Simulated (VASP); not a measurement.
Here is the system:

```xyz
2
Lattice="2.9223 0.0000 0.0000 -1.4611 2.5308 0.0000 0.0000 0.0000 4.7017" Properties=species:S:1:pos:R:3 pbc="T T T"
Ag     0.0000     1.6872     1.1754
Ag     1.4612     0.8436     3.5262
```

All values below come from PBEsol GGA, VASP's PBE PAW potentials (set 64) (plane waves; VASP). Run with 300 eV cut-off, 10×10×6 Γ-centred mesh, Gaussian smearing of 0.050 eV, potentials Ag.

At this cut-off the stress carries a Pulay error, which pulls relaxed volumes low.

Task: Give the stress tensor in GPa (positive for a compressed cell).

Result: 
```
-4.60   0.00   0.00
 0.00  -4.60   0.00
 0.00   0.00  -3.58
```
The pressure is its mean diagonal, -4.26 GPa.

The structure comes from a computed database's Ag entry (P6_3/mmc); how it stands against other phases isn't given here. The cell was not relaxed at this level.
